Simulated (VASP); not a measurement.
## NaFeN: hyperfine terms and field gradients

Aim: the hyperfine contact terms and the field gradients at the nuclei of NaFeN, by functional. The start is a computed cell from the Materials Project.

Main program and level: VASP 6.6.1; LDA, DFT+U (Fe d 8 eV), spin-polarised from a ferromagnetic start; plane waves and PAW (Fe, Na_pv, N), in the first sound run; inputs show where later runs differ.

### 1. Set-up

The structure is hexagonal, space group P6_3mc (No. 186). Conventional cell: a = 2.979 Å, b = 2.979 Å, c = 9.678 Å, α = 90.00°, β = 90.00°, γ = 120.00°. Nearest to Fe lie 3 N at 1.78 Å. Nearest to Na lie 4 N at 2.55 to 2.95 Å and 3 Fe at 2.91 Å and 6 Na at 2.98 Å. Nearest to N lie 3 Fe at 1.78 Å and 4 Na at 2.55 to 2.95 Å. Farther neighbours and most contacts between anions are not listed.

As a file:

```
Fe Na N
1.0
     2.97920    0.00000    0.00000
    -1.48960    2.58006    0.00000
     0.00000    0.00000    9.67759
Fe Na N
2 2 2
Direct
  0.00000 0.00000 0.01817
  0.00000 0.00000 0.51817
  0.33333 0.66667 0.26069
  0.66667 0.33333 0.76069
  0.66667 0.33333 0.06578
  0.33333 0.66667 0.56578
```

### 2. Local probes at LDA

Field gradients probe the charge near the nuclei, so LASPH is on and the cutoff is at least 1.4 times the default of the data sets; this run is at LDA. LHYPERFINE adds the spin density at the nuclei, with NGYROMAG = 1 for all, so that values scale to any isotope.

Contents of INCAR:

```
SYSTEM = NaFeN
PREC = Accurate
ENCUT = 560
EDIFF = 1E-07
NELM = 100
ISMEAR = -1
SIGMA = 0.05
LREAL = .FALSE.
ALGO = Normal
GGA = CA
NBANDS = 33
ISPIN = 2
MAGMOM = 3 3 0 0 0 0
LDAU = .TRUE.
LDAUTYPE = 2
LDAUL = 2 -1 -1
LDAUU = 8 0 0
LDAUJ = 0 0 0
LDAUPRINT = 1
LASPH = .TRUE.
LMAXMIX = 4
LORBIT = 11
LWAVE = .FALSE.
LCHARG = .FALSE.
KPAR = 4
LEFG = .TRUE.
ICORELEVEL = 1
LHYPERFINE = .TRUE.
NGYROMAG = 1 1 1
```

Contents of POSCAR:

```
NaFeN
1.0
    2.9791986867      0.0000000000      0.0000000000
   -1.4895993434      2.5800617456      0.0000000000
    0.0000000000      0.0000000000      9.6775907600
Fe Na N
2 2 2
Direct
    0.0000000000      0.0000000000      0.0181663700
    0.0000000000      0.0000000000      0.5181663700
    0.3333333333      0.6666666667      0.2606901600
    0.6666666667      0.3333333333      0.7606901600
    0.6666666667      0.3333333333      0.0657834700
    0.3333333333      0.6666666667      0.5657834700
```

Contents of KPOINTS:

```
Automatic mesh
0
Gamma
9 9 4
0 0 0
```

PAW data sets: Fe, Na_pv and N (PBE family, release 64).

Command:

```sh
$ mpirun -np 4 vasp_std
```

Output:

```text
[banner, memory and clock lines left out]
running    4 mpi-ranks, on    1 nodes
 distrk:  each k-point on    1 cores,    4 groups
 distr:  one band on    1 cores,    1 groups

 POSCAR found type information on POSCAR FeNaN
 POSCAR found :  3 types and       6 ions
|                                                                             |
|               ----> ADVICE to this user running VASP <----                  |
|                                                                             |
|     You enforced a specific xc type in the INCAR file but a different       |
|     [... a line on the potential file left out ...]
|     I HOPE YOU KNOW WHAT YOU ARE DOING!                                     |
|                                                                             |

 LDA part: xc-table for (Slater(with rela. corr.)+CA(PZ))
 , standard interpolation
 POSCAR, INCAR and KPOINTS ok, starting setup
 FFT: planning ... GRIDC
 FFT: planning ... GRID_SOFT
 FFT: planning ... GRID
 WAVECAR not read
 entering main loop
       N       E                     dE             d eps       ncg     rms          rms(c)
DAV:   1     0.437244227429E+03    0.43724E+03   -0.19471E+04  4752   0.161E+03
DAV:   2     0.263813718925E+02   -0.41086E+03   -0.38067E+03  4802   0.411E+02
DAV:   3    -0.328952053399E+02   -0.59277E+02   -0.56303E+02  5494   0.163E+02
DAV:   4    -0.356671976500E+02   -0.27720E+01   -0.27449E+01  5659   0.367E+01
DAV:   5    -0.357286721413E+02   -0.61474E-01   -0.61436E-01  5558   0.542E+00    0.493E+01
DAV:   6    -0.282481852792E+02    0.74805E+01   -0.49891E+01  6666   0.111E+02    0.514E+01
DAV:   7    -0.286517117469E+02   -0.40353E+00   -0.13869E+01  5427   0.478E+01    0.252E+01
DAV:   8    -0.288697790680E+02   -0.21807E+00   -0.28881E+00  7180   0.198E+01    0.142E+01
DAV:   9    -0.290948629565E+02   -0.22508E+00   -0.95557E-01  6145   0.935E+00    0.101E+01
DAV:  10    -0.291862755954E+02   -0.91413E-01   -0.38878E-01  6098   0.477E+00    0.285E+00
DAV:  11    -0.292060550926E+02   -0.19779E-01   -0.73361E-02  6176   0.286E+00    0.144E+00
DAV:  12    -0.292078282935E+02   -0.17732E-02   -0.38293E-02  5762   0.191E+00    0.773E-01
DAV:  13    -0.292113183079E+02   -0.34900E-02   -0.10353E-02  6070   0.100E+00    0.437E-01
DAV:  14    -0.292161016335E+02   -0.47833E-02   -0.51605E-03  5522   0.699E-01    0.201E-01
DAV:  15    -0.292169511720E+02   -0.84954E-03   -0.30684E-03  5943   0.391E-01    0.109E-01
DAV:  16    -0.292171447956E+02   -0.19362E-03   -0.57769E-04  5614   0.171E-01    0.260E-01
DAV:  17    -0.292171850407E+02   -0.40245E-04   -0.13909E-04  6143   0.102E-01    0.224E-01
DAV:  18    -0.292172360499E+02   -0.51009E-04   -0.34339E-04  7019   0.201E-01    0.541E-02
DAV:  19    -0.292172697720E+02   -0.33722E-04   -0.18177E-04  6578   0.946E-02    0.433E-02
DAV:  20    -0.292172881376E+02   -0.18366E-04   -0.47077E-05  6379   0.652E-02    0.164E-02
DAV:  21    -0.292173009040E+02   -0.12766E-04   -0.58622E-05  6436   0.680E-02    0.319E-02
DAV:  22    -0.292173101230E+02   -0.92191E-05   -0.51802E-05  6684   0.700E-02    0.226E-02
DAV:  23    -0.292173179001E+02   -0.77771E-05   -0.95427E-05  6359   0.960E-02    0.232E-02
DAV:  24    -0.292173237641E+02   -0.58640E-05   -0.58696E-05  6384   0.541E-02    0.245E-02
DAV:  25    -0.292173256608E+02   -0.18967E-05   -0.11105E-05  6156   0.239E-02    0.184E-02
DAV:  26    -0.292173268992E+02   -0.12384E-05   -0.62593E-06  6387   0.217E-02    0.153E-02
DAV:  27    -0.292173283938E+02   -0.14946E-05   -0.12420E-05  6318   0.391E-02    0.122E-02
DAV:  28    -0.292173295411E+02   -0.11473E-05   -0.77340E-05  6333   0.977E-02    0.669E-03
DAV:  29    -0.292173321463E+02   -0.26052E-05   -0.24434E-05  5148   0.331E-02    0.669E-03
DAV:  30    -0.292173327065E+02   -0.56028E-06   -0.21473E-05  6715   0.593E-02    0.569E-03
DAV:  31    -0.292173334022E+02   -0.69570E-06   -0.60764E-06  5561   0.191E-02    0.776E-03
DAV:  32    -0.292173337225E+02   -0.32025E-06   -0.36732E-06  5926   0.254E-02    0.584E-03
DAV:  33    -0.292173341189E+02   -0.39638E-06   -0.55991E-06  6379   0.197E-02    0.794E-03
DAV:  34    -0.292173342968E+02   -0.17790E-06   -0.11902E-06  4595   0.644E-03    0.823E-03
DAV:  35    -0.292173336547E+02    0.64212E-06   -0.52946E-06  6450   0.292E-02    0.107E-02
DAV:  36    -0.292173340921E+02   -0.43745E-06   -0.23278E-06  6037   0.225E-02    0.560E-03
DAV:  37    -0.292173342739E+02   -0.18178E-06   -0.12252E-06  6025   0.100E-02    0.504E-03
DAV:  38    -0.292173344310E+02   -0.15709E-06   -0.10107E-06  6107   0.887E-03    0.457E-03
DAV:  39    -0.292173346252E+02   -0.19420E-06   -0.17304E-06  6106   0.141E-02    0.358E-03
DAV:  40    -0.292173348058E+02   -0.18065E-06   -0.13850E-06  6130   0.870E-03    0.411E-03
DAV:  41    -0.292173348193E+02   -0.13515E-07   -0.18797E-07  3596   0.372E-03
ion   1
     0.0000000    -0.0000000     0.0000000    18.8554333    -0.0000000     0.0000000
     0.0000445    -0.0000000     0.0000000    18.8554331    -0.0000000     0.0000000
     0.0000605    -0.0000000     0.0000000    18.8554329    -0.0000000     0.0000000
     0.0000823    -0.0000000     0.0000000    18.8554326    -0.0000000     0.0000000
     0.0001120    -0.0000000     0.0000000    18.8554320    -0.0000000     0.0000000

     0.0000000    -0.0000000     0.0000000   -68.3814048    -0.0000000     0.0000000
     0.0000445    -0.0000000     0.0000000   -68.3785865    -0.0000000     0.0000000
     0.0000605    -0.0000000     0.0000000   -68.3769920    -0.0000000     0.0000000
     0.0000823    -0.0000000     0.0000000   -68.3744091    -0.0000000     0.0000000
     0.0001120    -0.0000000     0.0000000   -68.3702487    -0.0000000     0.0000000

ion   2
     0.0000000    -0.0000000    -0.0000000    18.8554333     0.0000000     0.0000000
     0.0000445    -0.0000000    -0.0000000    18.8554331     0.0000000     0.0000000
     0.0000605    -0.0000000    -0.0000000    18.8554329     0.0000000     0.0000000
     0.0000823    -0.0000000    -0.0000000    18.8554326     0.0000000     0.0000000
     0.0001120    -0.0000000    -0.0000000    18.8554320     0.0000000     0.0000000

     0.0000000    -0.0000000    -0.0000000   -68.3814048     0.0000000     0.0000000
     0.0000445    -0.0000000    -0.0000000   -68.3785865     0.0000000     0.0000000
     0.0000605    -0.0000000    -0.0000000   -68.3769920     0.0000000     0.0000000
     0.0000823    -0.0000000    -0.0000000   -68.3744091     0.0000000     0.0000000
     0.0001120    -0.0000000    -0.0000000   -68.3702487     0.0000000     0.0000000

ion   3
     0.0000000    -0.0000000    -0.0000000     0.3323351    -0.0000000     0.0000000
     0.0000330    -0.0000000    -0.0000000     0.3323351    -0.0000000     0.0000000
     0.0000455    -0.0000000    -0.0000000     0.3323351    -0.0000000     0.0000000
     0.0000627    -0.0000000    -0.0000000     0.3323351    -0.0000000     0.0000000
     0.0000863    -0.0000000    -0.0000000     0.3323351    -0.0000000     0.0000000

     0.0000000    -0.0000001    -0.0000000    13.8638172    -0.0000000     0.0000000
     0.0000330    -0.0000001    -0.0000000    13.8638063    -0.0000000     0.0000000
     0.0000455    -0.0000001    -0.0000000    13.8637993    -0.0000000     0.0000000
     0.0000627    -0.0000001    -0.0000000    13.8637876    -0.0000000     0.0000000
     0.0000863    -0.0000001    -0.0000000    13.8637681    -0.0000000     0.0000000

ion   4
     0.0000000    -0.0000000     0.0000000     0.3323351     0.0000000     0.0000000
     0.0000330    -0.0000000     0.0000000     0.3323351     0.0000000     0.0000000
     0.0000455    -0.0000000     0.0000000     0.3323351     0.0000000     0.0000000
     0.0000627    -0.0000000     0.0000000     0.3323351     0.0000000     0.0000000
     0.0000863    -0.0000000     0.0000000     0.3323351     0.0000000     0.0000000

     0.0000000    -0.0000001     0.0000000    13.8638172     0.0000000     0.0000000
     0.0000330    -0.0000001     0.0000000    13.8638063     0.0000000     0.0000000
     0.0000455    -0.0000001     0.0000000    13.8637993     0.0000000     0.0000000
     0.0000627    -0.0000001     0.0000000    13.8637876     0.0000000     0.0000000
     0.0000863    -0.0000001     0.0000000    13.8637681     0.0000000     0.0000000

ion   5
     0.0000000    -0.0000000     0.0000000   -17.3075417    -0.0000000     0.0000000
     0.0000281    -0.0000000     0.0000000   -17.3075416    -0.0000000     0.0000000
     0.0000381    -0.0000000     0.0000000   -17.3075415    -0.0000000     0.0000000
     0.0000517    -0.0000000     0.0000000   -17.3075414    -0.0000000     0.0000000
     0.0000701    -0.0000000     0.0000000   -17.3075411    -0.0000000     0.0000000

     0.0000000    -0.0000000     0.0000000   -35.2708453    -0.0000000     0.0000000
     0.0000281    -0.0000000     0.0000000   -35.2708402    -0.0000000     0.0000000
     0.0000381    -0.0000000     0.0000000   -35.2708368    -0.0000000     0.0000000
     0.0000517    -0.0000000     0.0000000   -35.2708312    -0.0000000     0.0000000
     0.0000701    -0.0000000     0.0000000   -35.2708220    -0.0000000     0.0000000

ion   6
     0.0000000    -0.0000000     0.0000000   -17.3075417     0.0000000     0.0000000
     0.0000281    -0.0000000     0.0000000   -17.3075416     0.0000000     0.0000000
     0.0000381    -0.0000000     0.0000000   -17.3075415     0.0000000     0.0000000
     0.0000517    -0.0000000     0.0000000   -17.3075414     0.0000000     0.0000000
     0.0000701    -0.0000000     0.0000000   -17.3075411     0.0000000     0.0000000

     0.0000000    -0.0000000     0.0000000   -35.2708453     0.0000000     0.0000000
     0.0000281    -0.0000000     0.0000000   -35.2708402     0.0000000     0.0000000
     0.0000381    -0.0000000     0.0000000   -35.2708368     0.0000000     0.0000000
     0.0000517    -0.0000000     0.0000000   -35.2708312     0.0000000     0.0000000
     0.0000701    -0.0000000     0.0000000   -35.2708220     0.0000000     0.0000000

   1 F= -.29217335E+02 E0= -.29205315E+02  d E =-.240403E-01  mag=     7.4207
```

Wall time 2.3 min (4 MPI ranks of Intel Xeon 6975P-C (Granite Rapids), shared host); peak memory 1.1 GiB.

Lines that name or quote the potential files are left out of all logs, and their timing lines are given in words.

(Continued in part 2 of 4.)

[Lines on the potential files, build, host, timing and source positions are cut from VASP's logs without a mark.]

[Logs are printed without paths, hosts, clocks, repeated set-up lines and the standing remarks that a program may print on its own settings, such as how far it seeks lower states.]

[Hosts, paths, dates, database ids (printed as entryN), source tags and the programs' standing remarks are cut or masked in the printed files.]
